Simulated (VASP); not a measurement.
# Gap, carriers and strain in SnTe2 (Fm-3m)

Aim: the gap of SnTe2, the masses at its band edges and their response to strain. The cell is generated by rule, not measured, and may not be a known phase.

Calculated with VASP 6.6.1; PBE; plane waves and PAW (Sn_d, Te), in the first sound run; inputs show where later runs differ.

The structure was built from a prototype and need not be the compound's stable phase.

### Step 1. Starting point

It takes space group Fm-3m (No. 225, cubic). Conventional cell: a = 7.590 Å, b = 7.590 Å, c = 7.590 Å, α = 90.00°, β = 90.00°, γ = 90.00°. Sn has 8 Te at 3.29 Å nearest. Te has 4 Sn at 3.29 Å nearest. Farther neighbours and most contacts between anions are not listed.

### Step 2. Relaxation of the atoms

The cell is kept as given; the atoms are relaxed first, so that no residual force shifts the band edges.

INCAR

```
SYSTEM = SnTe2
PREC = Accurate
ENCUT = 400
EDIFF = 1E-06
NELM = 100
ISMEAR = 0
SIGMA = 0.02
LREAL = .FALSE.
ALGO = Normal
GGA = PE
NBANDS = 19
LORBIT = 11
LWAVE = .FALSE.
LCHARG = .FALSE.
KPAR = 4
IBRION = 2
NSW = 40
ISIF = 2
EDIFFG = -0.005
```

POSCAR

```
SnTe2
1.0
    0.0000000000      3.7948100000      3.7948100000
    3.7948100000      0.0000000000      3.7948100000
    3.7948100000      3.7948100000      0.0000000000
Sn Te
1 2
Direct
    0.0000000000      0.0000000000      0.0000000000
    0.2500000000      0.2500000000      0.2500000000
    0.7500000000      0.7500000000      0.7500000000
```

KPOINTS

```
Automatic mesh
0
Gamma
6 6 6
0 0 0
```

PAW data sets: Sn_d and Te (PBE family, release 64).

Started as:

```bash
$ mpirun -np 4 vasp_std
```

The log of the run:

```text
[banner, memory and clock lines left out]
running    4 mpi-ranks, on    1 nodes
 distrk:  each k-point on    1 cores,    4 groups
 distr:  one band on    1 cores,    1 groups

 POSCAR found type information on POSCAR SnTe
 POSCAR found :  2 types and       3 ions
 LDA part: xc-table for (Slater+PW92), standard interpolation
 POSCAR, INCAR and KPOINTS ok, starting setup
 FFT: planning ... GRIDC
 FFT: planning ... GRID_SOFT
 FFT: planning ... GRID
 WAVECAR not read
 entering main loop
       N       E                     dE             d eps       ncg     rms          rms(c)
DAV:   1     0.158317541340E+03    0.15832E+03   -0.10145E+04   616   0.113E+03
DAV:   2     0.628241592574E+01   -0.15204E+03   -0.14872E+03   668   0.289E+02
DAV:   3    -0.914898518964E+01   -0.15431E+02   -0.15161E+02   721   0.947E+01
DAV:   4    -0.971091572030E+01   -0.56193E+00   -0.56064E+00   688   0.192E+01
DAV:   5    -0.973419489017E+01   -0.23279E-01   -0.23278E-01   800   0.390E+00    0.524E+00
DAV:   6    -0.970917146624E+01    0.25023E-01   -0.73628E-02   699   0.219E+00    0.338E+00
DAV:   7    -0.971184373172E+01   -0.26723E-02   -0.41233E-02   705   0.127E+00    0.377E-01
DAV:   8    -0.971094180255E+01    0.90193E-03   -0.11435E-02   668   0.900E-01    0.115E-01
DAV:   9    -0.971105304035E+01   -0.11124E-03   -0.13050E-03   680   0.330E-01    0.448E-02
DAV:  10    -0.971107246122E+01   -0.19421E-04   -0.21505E-04   656   0.131E-01    0.159E-02
DAV:  11    -0.971108865070E+01   -0.16189E-04   -0.48943E-05   686   0.413E-02    0.176E-02
DAV:  12    -0.971108827782E+01    0.37288E-06   -0.83203E-06   680   0.219E-02
   1 F= -.97110883E+01 E0= -.97102476E+01  d E =-.971109E+01
 curvature:   0.00 expect dE= 0.000E+00 dE for cont linesearch  0.000E+00
 trial: gam= 0.00000 g(F)=  0.103E-47 g(S)=  0.000E+00 ort = 0.000E+00 (trialstep = 0.100E+01)
 search vector abs. value=  0.100E-09
 reached required accuracy - stopping structural energy minimisation
```

The job ended after 12 s (4 MPI ranks of Intel Xeon Platinum 8259CL at 2.50GHz (Skylake/Cascade Lake), shared host; peak memory 0.83 GiB; 46 s of CPU time).

Lines that name or quote the potential files are left out of all logs, and their timing lines are given in words.

Parts of OUTCAR (step 2):

```text
ion  position               nearest neighbor table
   1  0.000  0.000  0.000-   3 3.29   3 3.29   3 3.29   2 3.29   3 3.29   2 3.29   2 3.29   2 3.29

  LATTYP: Found a face centered cubic cell.
 ALAT       =     7.5896200000

 Subroutine GETGRP returns: Found 48 space group operations
 (whereof 48 operations were pure point group operations)

The static configuration has the point symmetry O_h .

 Found     16 irreducible k-points:

   k-points           NKPTS =     16   k-points in BZ     NKDIM =     16   number of bands    NBANDS=     19

   dimension x,y,z NGX =    36 NGY =   36 NGZ =   36
   dimension x,y,z NGXF=    72 NGYF=   72 NGZF=   72

   ENCUT  =  400.0 eV  29.40 Ry    5.42 a.u.   8.75  8.75  8.75*2*pi/ulx,y,z

   NELECT =      26.0000    total number of electrons

 k-points in reciprocal lattice and weights: Automatic mesh
   0.00000000  0.00000000  0.00000000       0.005
   0.16666667  0.00000000  0.00000000       0.037
   0.33333333  0.00000000  0.00000000       0.037
   0.50000000  0.00000000  0.00000000       0.019
   0.16666667  0.16666667  0.00000000       0.028
   0.33333333  0.16666667  0.00000000       0.111
   0.50000000  0.16666667  0.00000000       0.111
  -0.33333333  0.16666667  0.00000000       0.111
  -0.16666667  0.16666667  0.00000000       0.056
[...]
-0.33333333  0.33333333  0.16666667       0.111
  -0.33333333  0.50000000  0.16666667       0.056

 average (electrostatic) potential at core
       1-102.2560       2 -89.6430       3 -89.6430

 E-fermi :   4.7208

 k-point     1 :       0.0000    0.0000    0.0000
  band No.  band energies     occupation
    ...
     10       2.3420      2.00000
     11       2.3420      2.00000
     12       3.4787      2.00000
     13       3.4787      2.00000
     14       3.4787      2.00000
     15       6.3937      0.00000
     16       6.3937      0.00000
     17       6.3937      0.00000
     18       9.6400      0.00000
     19       9.6400      0.00000

 k-point     2 :       0.1667    0.0000    0.0000
  band No.  band energies     occupation
    ...
     10       2.2437      2.00000
     11       2.2437      2.00000
     12       3.4186      2.00000
     13       3.4186      2.00000
     14       4.4311      2.00000
     15       6.5401      0.00000
     16       6.5842      0.00000
     17       6.5842      0.00000
     18      10.2570      0.00000
     19      10.2570      0.00000

 k-point     3 :       0.3333    0.0000    0.0000
  band No.  band energies     occupation
    ...
      9       2.1111      2.00000
     10       2.1111      2.00000
     11       2.3090      2.00000
     12       3.1999      2.00000
     13       3.1999      2.00000
     14       5.0520      0.00000
     15       7.2667      0.00000
     16       7.2667      0.00000
     17       7.8863      0.00000
     18      10.9304      0.00000
    ...

  Total       -1.3469642     -1.3469642     -1.3469642     -0.0000000     -0.0000000     -0.0000000
  in kB      -19.7454273    -19.7454273    -19.7454273     -0.0000000     -0.0000000     -0.0000000
  external PRESSURE =     -19.7454273 kB  Pullay stress =       0.0000000 kB

  energy-cutoff  :      400.00
  volume of cell :      109.29
      direct lattice vectors                 reciprocal lattice vectors
     0.000000000  3.794810000  3.794810000    -0.131758902  0.131758902  0.131758902
     3.794810000  0.000000000  3.794810000     0.131758902 -0.131758902  0.131758902
     3.794810000  3.794810000  0.000000000     0.131758902  0.131758902 -0.131758902

 POSITION                                       TOTAL-FORCE (eV/Angst)
 -----------------------------------------------------------------------------------
      0.00000      0.00000      0.00000        -0.000000     -0.000000     -0.000000
      1.89741      1.89741      1.89741         0.000000     -0.000000      0.000000
      5.69222      5.69222      5.69222         0.000000      0.000000     -0.000000
 -----------------------------------------------------------------------------------
    total drift:                               -0.000000      0.000000      0.000000

  FREE ENERGIE OF THE ION-ELECTRON SYSTEM (eV)
  ---------------------------------------------------
  free  energy   TOTEN  =        -9.7110882778 eV

  energy  without entropy=       -9.7094069457  energy(sigma->0) =       -9.71024761

 reached required accuracy - stopping structural energy minimisation

 total charge
# of ion       s       p       d       tot
------------------------------------------
    1        1.359   0.688   9.981  12.028
    2        1.414   1.834   0.021   3.269
    3        1.414   1.834   0.021   3.269
--------------------------------------------------
tot          4.188   4.355  10.024  18.567

[... 3 further parts left out ...]
```

The k-mesh is coarse for a metal. The run keeps the 48 symmetry operations of its start, so it cannot find a distortion of lower symmetry.

The forces vanish from the start, and no atom moves.

Numbers from this step:

* SCF cycles: 12
* electrons: 26
* bands: 19
* irreducible k-points: 16
* symmetry operations: 48
* free energy (TOTEN): -9.711 eV
* energy at zero smearing: -9.710 eV
* Fermi energy: 4.721 eV
* pressure: -1.975 GPa
* metallic: yes

### Step 3. Bands on a dense mesh

A dense even mesh and a path are solved together, since either alone can miss a band edge.

Edit INCAR of step 2 so:

```diff
@@ -10,3 +10,3 @@
 GGA = PE
-NBANDS = 19
+NBANDS = 26
 LORBIT = 11
@@ -15,5 +15,2 @@
 KPAR = 4
-IBRION = 2
-NSW = 40
 ISIF = 2
-EDIFFG = -0.005
```

POSCAR is that of step 2.

KPOINTS

```
Automatic mesh
0
Gamma
10 10 10
0 0 0
```

KPOINTS_OPT

```
Line mode
24
Line-mode
Reciprocal
  0.00000000   0.00000000   0.00000000 GAMMA
  0.50000000   0.00000000   0.50000000 X

  0.50000000   0.00000000   0.50000000 X
  0.50000000   0.25000000   0.75000000 W

  0.50000000   0.25000000   0.75000000 W
  0.37500000   0.37500000   0.75000000 K

  0.37500000   0.37500000   0.75000000 K
  0.00000000   0.00000000   0.00000000 GAMMA

  0.00000000   0.00000000   0.00000000 GAMMA
  0.50000000   0.50000000   0.50000000 L

  0.50000000   0.50000000   0.50000000 L
  0.62500000   0.25000000   0.62500000 U

  0.62500000   0.25000000   0.62500000 U
  0.50000000   0.25000000   0.75000000 W

  0.50000000   0.25000000   0.75000000 W
  0.50000000   0.50000000   0.50000000 L

  0.50000000   0.50000000   0.50000000 L
  0.37500000   0.37500000   0.75000000 K

  0.62500000   0.25000000   0.62500000 U
  0.50000000   0.00000000   0.50000000 X
```

Started as:

```bash
$ mpirun -np 4 vasp_std
```

The log of the run:

```text
[... set-up lines as in an earlier step ...]
 entering main loop
       N       E                     dE             d eps       ncg     rms          rms(c)
DAV:   1     0.165333510486E+03    0.16533E+03   -0.94892E+03  2464   0.825E+02
DAV:   2     0.101256778794E+02   -0.15521E+03   -0.14711E+03  2550   0.246E+02
DAV:   3    -0.898041498777E+01   -0.19106E+02   -0.18791E+02  3080   0.804E+01
DAV:   4    -0.970446768975E+01   -0.72405E+00   -0.72290E+00  2942   0.166E+01
DAV:   5    -0.973227796494E+01   -0.27810E-01   -0.27809E-01  3568   0.327E+00    0.521E+00
DAV:   6    -0.970980860914E+01    0.22469E-01   -0.57249E-02  3042   0.155E+00    0.334E+00
DAV:   7    -0.971215312294E+01   -0.23445E-02   -0.30320E-02  3068   0.834E-01    0.381E-01
DAV:   8    -0.971181412707E+01    0.33900E-03   -0.48810E-03  2982   0.481E-01    0.899E-02
DAV:   9    -0.971203435734E+01   -0.22023E-03   -0.34796E-04  2630   0.947E-02    0.317E-02
DAV:  10    -0.971205376811E+01   -0.19411E-04   -0.20482E-05  3062   0.210E-02    0.236E-02
DAV:  11    -0.971206497170E+01   -0.11204E-04   -0.22039E-05  2594   0.223E-02    0.581E-03
DAV:  12    -0.971206522153E+01   -0.24983E-06   -0.91069E-07  2328   0.729E-03
   1 F= -.97120652E+01 E0= -.97115341E+01  d E =-.106220E-02
 Start KPOINTS_OPT (optional k-point list driver)
k-point batch [1-47\240]
       N       E                     dE             ncg
DAV:   1     0.537703484381E+03   -0.22153E+05     2488
DAV:   2    -0.676101413739E+04   -0.72987E+04     2594
DAV:   3    -0.765939483037E+04   -0.89838E+03     3030
DAV:   4    -0.769345196771E+04   -0.34057E+02     2784
DAV:   5    -0.769472478606E+04   -0.12728E+01     3414
DAV:   6    -0.769475271997E+04   -0.27934E-01     2978
DAV:   7    -0.769475359607E+04   -0.87610E-03     3592
DAV:   8    -0.769475360564E+04   -0.95742E-05     2464
DAV:   9    -0.769475360627E+04   -0.62755E-06     1946
[...]
k-point batch [236-240\240]
       N       E                     dE             ncg
DAV:   1     0.254228658751E+05   -0.31592E+04      272
DAV:   2     0.246331656071E+05   -0.78970E+03      276
DAV:   3     0.245318026788E+05   -0.10136E+03      320
DAV:   4     0.245276561449E+05   -0.41465E+01      280
DAV:   5     0.245275130506E+05   -0.14309E+00      318
DAV:   6     0.245275080050E+05   -0.50456E-02      316
DAV:   7     0.245275078702E+05   -0.13480E-03      352
DAV:   8     0.245275078693E+05   -0.87169E-06      278
```

The job ended after 91 s (4 MPI ranks; peak memory 1.1 GiB).

Parts of OUTCAR (step 3):

```text
The static configuration has the point symmetry O_h .

 Found     47 irreducible k-points:

   k-points           NKPTS =     47   k-points in BZ     NKDIM =     47   number of bands    NBANDS=     26

   NELECT =      26.0000    total number of electrons

 E-fermi :   4.6955

 k-point     1 :       0.0000    0.0000    0.0000
  band No.  band energies     occupation
    ...
     10       2.3412      2.00000
     11       2.3412      2.00000
     12       3.4815      2.00000
     13       3.4815      2.00000
     14       3.4815      2.00000
     15       6.3955      0.00000
     16       6.3955      0.00000
     17       6.3955      0.00000
     18       9.6405      0.00000
     19       9.6405      0.00000
    ...

 k-point     2 :       0.1000    0.0000    0.0000
  band No.  band energies     occupation
    ...
     10       2.3007      2.00000
     11       2.3007      2.00000
     12       3.4638      2.00000
     13       3.4638      2.00000
     14       3.9459      2.00000
     15       6.4112      0.00000
     16       6.4562      0.00000
     17       6.4562      0.00000
     18       9.8757      0.00000
     19       9.8757      0.00000
    ...

  Total       -1.3020996     -1.3020996     -1.3020996      0.0000000     -0.0000000      0.0000000
  in kB      -19.0877482    -19.0877482    -19.0877482      0.0000000     -0.0000000      0.0000000
  external PRESSURE =     -19.0877482 kB  Pullay stress =       0.0000000 kB

 POSITION                                       TOTAL-FORCE (eV/Angst)
 -----------------------------------------------------------------------------------
      0.00000      0.00000      0.00000         0.000000      0.000000      0.000000
      1.89741      1.89741      1.89741        -0.000000     -0.000000     -0.000000
      5.69222      5.69222      5.69222         0.000000      0.000000      0.000000
 -----------------------------------------------------------------------------------
    total drift:                               -0.000000      0.000000      0.000000

  FREE ENERGIE OF THE ION-ELECTRON SYSTEM (eV)
  ---------------------------------------------------
  free  energy   TOTEN  =        -9.7120652215 eV

  energy  without entropy=       -9.7110030168  energy(sigma->0) =       -9.71153412

 total charge
# of ion       s       p       d       tot
------------------------------------------
    1        1.364   0.686   9.981  12.032
    2        1.414   1.834   0.021   3.269
    3        1.414   1.834   0.021   3.269
--------------------------------------------------
tot          4.192   4.353  10.024  18.569

[... 6 parts as in an earlier step ...]

[... 6 further parts left out ...]
```

Numbers from this step:

```
bands                   : 26
irreducible k-points    : 47
free energy (TOTEN)     : -9.712 eV
energy at zero smearing : -9.712 eV
Fermi energy            : 4.696 eV
pressure                : -1.909 GPa
```

The electronic bands at the labelled points (eV, zero at the Fermi level; # counts the bands kept, so #1 is VASP's band 8):

| point | #3 | #4 | #5 | #6 | #7 | #8 | #9 | #10 |
| --- | --- | --- | --- | --- | --- | --- | --- | --- |
| Γ | -2.35 | -2.35 | -1.21 | -1.21 | -1.21 | 1.70 | 1.70 | 1.70 |
| 0.48 of the way | -3.27 | -1.15 | -1.08 | -0.32 | -0.32 | 1.24 | 2.85 | 2.85 |
| X | -3.85 | -1.53 | 0.44 | 0.44 | 0.98 | 1.97 | 3.97 | 3.97 |
| 0.52 of the way | -3.38 | -1.16 | -0.79 | 0.51 | 0.89 | 2.82 | 3.15 | 3.85 |
| W | -2.27 | -2.27 | -0.82 | 0.64 | 0.74 | 2.58 | 3.49 | 3.49 |
| 0.48 of the way | -2.96 | -1.55 | -0.83 | 0.33 | 0.77 | 2.77 | 3.39 | 3.58 |
| K | -3.57 | -0.93 | -0.85 | -0.20 | 0.79 | 3.11 | 3.41 | 3.43 |
| 0.48 of the way | -2.48 | -2.33 | -1.69 | -0.16 | -0.09 | 2.08 | 2.50 | 3.26 |
| Γ | -2.35 | -2.35 | -1.21 | -1.21 | -1.21 | 1.70 | 1.70 | 1.70 |
| 0.52 of the way | -2.53 | -2.48 | -1.39 | -1.39 | 0.19 | 2.23 | 2.23 | 2.46 |
| L | -2.62 | -2.27 | -1.63 | -1.63 | 0.52 | 3.13 | 3.13 | 4.18 |
| 0.48 of the way | -3.08 | -2.00 | -1.01 | -0.41 | 0.06 | 3.13 | 3.25 | 3.83 |
| U | -3.57 | -0.93 | -0.85 | -0.20 | 0.79 | 3.11 | 3.41 | 3.43 |
| 0.52 of the way | -2.96 | -1.55 | -0.83 | 0.33 | 0.77 | 2.77 | 3.39 | 3.58 |
| W | -2.27 | -2.27 | -0.82 | 0.64 | 0.74 | 2.58 | 3.49 | 3.49 |
| 0.52 of the way | -2.55 | -2.38 | -0.67 | -0.24 | -0.05 | 2.95 | 3.43 | 3.74 |
| L | -2.62 | -2.27 | -1.63 | -1.63 | 0.52 | 3.13 | 3.13 | 4.18 |
| 0.48 of the way | -3.08 | -2.00 | -1.01 | -0.41 | 0.06 | 3.13 | 3.25 | 3.83 |
| K | -3.57 | -0.93 | -0.85 | -0.20 | 0.79 | 3.11 | 3.41 | 3.43 |
| jump to U | -3.57 | -0.93 | -0.85 | -0.20 | 0.79 | 3.11 | 3.41 | 3.43 |
| 0.48 of the way | -3.77 | -1.31 | -0.13 | 0.23 | 0.93 | 2.59 | 3.57 | 3.80 |
| X | -3.85 | -1.53 | 0.44 | 0.44 | 0.98 | 1.97 | 3.97 | 3.97 |

Of the projections kept (Sn, Te), the largest for each band there; the rest of the weight can lie on other orbitals:

| point | #3 | #4 | #5 | #6 | #7 | #8 | #9 | #10 |
| --- | --- | --- | --- | --- | --- | --- | --- | --- |
| Γ | Te 0.96 | Te 0.96 | Te 0.60 | Te 0.60 | Te 0.60 | Te 0.61 | Te 0.61 | Te 0.61 |
| X | Te 0.74 | Te 0.58 | Te 0.97 | Te 0.97 | Te 1.00 | Sn 0.75 | Sn 0.69 | Sn 0.69 |
| W | Te 0.78 | Te 0.78 | Te 0.62 | Te 0.97 | Te 1.00 | Sn 0.80 | Sn 0.64 | Sn 0.64 |
| K | Te 0.73 | Te 0.77 | Te 0.62 | Te 0.97 | Te 0.99 | Sn 0.74 | Sn 0.69 | Sn 0.55 |
| Γ | Te 0.96 | Te 0.96 | Te 0.60 | Te 0.60 | Te 0.60 | Te 0.61 | Te 0.61 | Te 0.61 |
| L | Te 0.69 | Te 0.84 | Te 0.96 | Te 0.96 | Te 0.74 | Sn 0.58 | Sn 0.58 | Sn 0.72 |

At -1.9 GPa the cell is away from the equilibrium volume of this level: left free, it would shrink.

(Continued in part 2 of 3.)

[Lines on the potential files, build, host, timing and source positions are cut from VASP's logs without a mark.]

[Logs are printed without paths, hosts, clocks, repeated set-up lines and the standing remarks that a program may print on its own settings, such as how far it seeks lower states.]

[Hosts, paths, dates, database ids (printed as entryN), source tags and the programs' standing remarks are cut or masked in the printed files.]

[In band tables of VASP the shares of atoms and orbitals are scaled to a sum of 1 inside the atoms' spheres.]

[Gaps and slopes under strain along one axis are those of the sampled path and mesh points; where strain splits equal valleys, another of them can be the edge.]
